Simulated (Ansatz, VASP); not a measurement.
# CsSe4Cl: VASP beside Ansatz, part 2 of 3

Wanted: the spread between two codes on one cell, functional and k mesh. The cell is generated by rule, not measured, and may not be a known phase. The cell is taken from a series of runs on this material, whose earlier steps may have relaxed, scaled, displaced or heated it; both programs get it as it stands.

VASP 6.6.1 and Ansatz 0.2.0.

So far: Starting point; Ansatz: zone-centre phonons, PBEsol.

## 3. VASP: zone-centre phonons, PBEsol

Level of this step: PBEsol; plane waves and PAW (Cs_sv, Cl, Se); invented cell (VASP).

The same cell, functional, mesh and smearing now go to VASP, with its own data sets.

Lines of VASP's logs that name or quote its potential files are left out, and so is its time.

Input file INCAR:

```
SYSTEM = CsSe4Cl
PREC = Accurate
ENCUT = 500
EDIFF = 1E-08
NELM = 120
ISMEAR = 1
SIGMA = 0.2
LREAL = .FALSE.
ALGO = Normal
GGA = PS
NBANDS = 26
LORBIT = 11
LWAVE = .FALSE.
LCHARG = .FALSE.
ISIF = 2
IBRION = 8
LASPH = .TRUE.
GGA_COMPAT = .FALSE.
KPAR = 2
```

Input file POSCAR:

```
CsSe4Cl
1.0
    0.0000000000      4.9159952897      4.9159952897
    4.9159952897      0.0000000000      4.9159952897
    4.9159952897      4.9159952897      0.0000000000
Cs Cl Se
1 1 4
Direct
    0.5000000000      0.5000000000      0.5000000000
    0.0000000000      0.0000000000      0.0000000000
    0.1512066266      0.1512066266      0.1512066266
    0.5463801201      0.1512066266      0.1512066266
    0.1512066266      0.1512066266      0.5463801201
    0.1512066266      0.5463801201      0.1512066266
```

Input file KPOINTS:

```
Automatic mesh
0
Gamma
6 6 6
0 0 0
```

The projector-augmented-wave data sets are Cs_sv, Cl and Se (PBE family, release 64).

Launch:

```sh
$ mpirun -np 2 vasp_std
```

What it wrote:

```text
[banner, memory and clock lines left out]
running    2 mpi-ranks, on    1 nodes
 distrk:  each k-point on    1 cores,    2 groups
 distr:  one band on    1 cores,    1 groups

 POSCAR found type information on POSCAR CsClSe
 POSCAR found :  3 types and       6 ions
|                                                                             |
|               ----> ADVICE to this user running VASP <----                  |
|                                                                             |
|     You enforced a specific xc type in the INCAR file but a different       |
|     [... a line on the potential file left out ...]
|     I HOPE YOU KNOW WHAT YOU ARE DOING!                                     |
|                                                                             |

 LDA part: xc-table for (Slater+PW92), standard interpolation
 POSCAR, INCAR and KPOINTS ok, starting setup
 FFT: planning ... GRIDC
 FFT: planning ... GRID_SOFT
 FFT: planning ... GRID
 WAVECAR not read
 entering main loop
       N       E                     dE             d eps       ncg     rms          rms(c)
DAV:   1     0.260517943834E+03    0.26052E+03   -0.15048E+04   832   0.120E+03
DAV:   2     0.958088767560E+01   -0.25094E+03   -0.24641E+03  1178   0.210E+02
DAV:   3    -0.176170969489E+02   -0.27198E+02   -0.26987E+02  1098   0.751E+01
DAV:   4    -0.180898887876E+02   -0.47279E+00   -0.47045E+00   986   0.114E+01
DAV:   5    -0.180966567645E+02   -0.67680E-02   -0.67660E-02  1016   0.140E+00    0.971E+00
DAV:   6    -0.179122609544E+02    0.18440E+00   -0.16256E-01   906   0.185E+00    0.582E+00
DAV:   7    -0.178631265153E+02    0.49134E-01   -0.25510E-01   932   0.216E+00    0.755E-01
DAV:   8    -0.178684349944E+02   -0.53085E-02   -0.18541E-02   936   0.633E-01    0.356E-01
DAV:   9    -0.178728345083E+02   -0.43995E-02   -0.38491E-03   924   0.278E-01    0.908E-02
DAV:  10    -0.178750826905E+02   -0.22482E-02   -0.57144E-04   984   0.118E-01    0.447E-02
DAV:  11    -0.178763551354E+02   -0.12724E-02   -0.58850E-04   836   0.109E-01    0.151E-02
DAV:  12    -0.178763683079E+02   -0.13172E-04   -0.23467E-05  1028   0.237E-02    0.647E-03
DAV:  13    -0.178763684151E+02   -0.10724E-06   -0.31550E-06   852   0.118E-02    0.249E-03
DAV:  14    -0.178763682116E+02    0.20354E-06   -0.12789E-06   866   0.757E-03    0.927E-04
DAV:  15    -0.178763682439E+02   -0.32366E-07   -0.15556E-07   906   0.257E-03    0.588E-04
DAV:  16    -0.178763682176E+02    0.26340E-07   -0.92920E-09   718   0.595E-04    0.183E-04
DAV:  17    -0.178763682157E+02    0.19322E-08   -0.13823E-09   500   0.245E-04
   1 F= -.17876368E+02 E0= -.17871061E+02  d E =-.159225E-01
 Linear response reoptimize wavefunctions to high precision
DAV:   1    -0.178763682162E+02   -0.58208E-09   -0.30259E-10   504   0.901E-05
DAV:   2    -0.178763682163E+02   -0.84583E-10   -0.64235E-11   476   0.387E-05
 Linear response DOF=           3
 Linear response progress:
  Degree of freedom:   1/  3
       N       E                     dE             d eps       ncg     rms          rms(c)
RMM:   1    -0.195452231602E+00   -0.19545E+00    0.90172E-02  5194   0.102E+00
RMM:   2    -0.196980512801E+00   -0.15283E-02   -0.42457E-03  3695   0.216E-01    0.349E-02
RMM:   3    -0.197164377079E+00   -0.18386E-03   -0.17482E-04  3793   0.533E-02    0.205E-02
RMM:   4    -0.197167268430E+00   -0.28914E-05   -0.28623E-05  3823   0.196E-02    0.602E-03
RMM:   5    -0.197197914963E+00   -0.30647E-04   -0.63850E-06  3935   0.954E-03    0.204E-03
RMM:   6    -0.197199545699E+00   -0.16307E-05   -0.32513E-07  4006   0.238E-03    0.989E-04
RMM:   7    -0.197198353747E+00    0.11920E-05   -0.83188E-08  3932   0.133E-03    0.279E-04
RMM:   8    -0.197195981941E+00    0.23718E-05   -0.95018E-09  3956   0.359E-04    0.982E-05
RMM:   9    -0.197195043147E+00    0.93879E-06   -0.11771E-09  4031   0.117E-04    0.185E-05
RMM:  10    -0.197195012491E+00    0.30656E-07    0.80044E-10  3959   0.477E-05    0.690E-06
RMM:  11    -0.197195036855E+00   -0.24364E-07    0.32327E-10  3977   0.255E-05    0.310E-06
RMM:  12    -0.197195054656E+00   -0.17801E-07    0.10419E-09  4077   0.178E-05    0.108E-06
RMM:  13    -0.197195051937E+00    0.27185E-08    0.17377E-09  3756   0.143E-05    0.394E-07
 first order change of Fermi-energy  -0.15953E-04
 force on displaced ion       1 direction 1 :  -0.284   0.000   0.000
 Linear response progress:
  Degree of freedom:   2/  3
       N       E                     dE             d eps       ncg     rms          rms(c)
RMM:   1    -0.204715440733E+00   -0.20472E+00    0.24969E-02  5496   0.198E+00
RMM:   2    -0.200763227869E+00    0.39522E-02   -0.48388E-03  3660   0.334E-01    0.140E-01
RMM:   3    -0.200833899294E+00   -0.70671E-04   -0.16594E-04  3716   0.616E-02    0.796E-02
RMM:   4    -0.201011295909E+00   -0.17740E-03   -0.36138E-05  3898   0.265E-02    0.131E-02
RMM:   5    -0.201008479134E+00    0.28168E-05   -0.20847E-06  3914   0.618E-03    0.490E-03
RMM:   6    -0.201011347978E+00   -0.28688E-05   -0.95587E-07  3848   0.277E-03    0.174E-03
RMM:   7    -0.201008181735E+00    0.31662E-05   -0.13511E-07  3942   0.158E-03    0.616E-04
RMM:   8    -0.201013054995E+00   -0.48733E-05    0.13429E-09  3671   0.101E-03    0.231E-04
RMM:   9    -0.201013140415E+00   -0.85421E-07    0.45922E-08  4047   0.280E-04    0.971E-05
RMM:  10    -0.201013812291E+00   -0.67188E-06    0.69714E-09  3717   0.204E-04    0.305E-05
RMM:  11    -0.201013826740E+00   -0.14448E-07   -0.39998E-08  4299   0.560E-05    0.127E-05
RMM:  12    -0.201013882263E+00   -0.55524E-07    0.16306E-08  3809   0.399E-05    0.359E-06
RMM:  13    -0.201013866478E+00    0.15785E-07   -0.27095E-08  4412   0.259E-05    0.202E-06
RMM:  14    -0.201013862870E+00    0.36081E-08    0.20747E-09  4063   0.223E-05    0.735E-07
 first order change of Fermi-energy  -0.21953E-05
 force on displaced ion       2 direction 1 :  -2.577   0.000  -0.000
 Linear response progress:
  Degree of freedom:   3/  3
       N       E                     dE             d eps       ncg     rms          rms(c)
RMM:   1    -0.901357261196E-01   -0.90136E-01    0.29202E-02  7873   0.113E+00
RMM:   2    -0.883254540938E-01    0.18103E-02   -0.42232E-03  5335   0.251E-01    0.172E-01
RMM:   3    -0.884481403923E-01   -0.12269E-03   -0.12920E-03  5601   0.113E-01    0.107E-01
RMM:   4    -0.881773020218E-01    0.27084E-03   -0.26766E-04  5592   0.533E-02    0.632E-02
RMM:   5    -0.882913988538E-01   -0.11410E-03   -0.27777E-05  5800   0.286E-02    0.172E-02
RMM:   6    -0.883094557115E-01   -0.18057E-04    0.82537E-07  5958   0.689E-03    0.714E-03
RMM:   7    -0.883153297750E-01   -0.58741E-05    0.14806E-06  5728   0.395E-03    0.171E-03
RMM:   8    -0.883164019444E-01   -0.10722E-05   -0.12024E-06  5970   0.113E-03    0.108E-03
RMM:   9    -0.883184301419E-01   -0.20282E-05   -0.57604E-07  5677   0.116E-03    0.406E-04
RMM:  10    -0.883190058518E-01   -0.57571E-06   -0.30882E-07  5734   0.536E-04    0.139E-04
RMM:  11    -0.883191169306E-01   -0.11108E-06   -0.16987E-07  5614   0.271E-04    0.522E-05
RMM:  12    -0.883192349581E-01   -0.11803E-06   -0.56418E-08  6221   0.829E-05    0.160E-05
RMM:  13    -0.883192480587E-01   -0.13101E-07    0.17528E-08  6029   0.404E-05    0.485E-06
RMM:  14    -0.883192438191E-01    0.42396E-08   -0.10926E-08  6453   0.238E-05    0.240E-06
 first order change of Fermi-energy   0.51546E+00
 force on displaced ion       3 direction 1 :   0.123  -0.919  -0.919
 Linear response finished
```

[end of part 2 of 3]

[Lines on the potential files, build, host, timing and source positions are cut from VASP's logs without a mark.]

[Logs are printed without paths, hosts, clocks, repeated set-up lines and the standing remarks that a program may print on its own settings, such as how far it seeks lower states.]

[Hosts, paths, dates, database ids (printed as entryN), source tags and the programs' standing remarks are cut or masked in the printed files.]
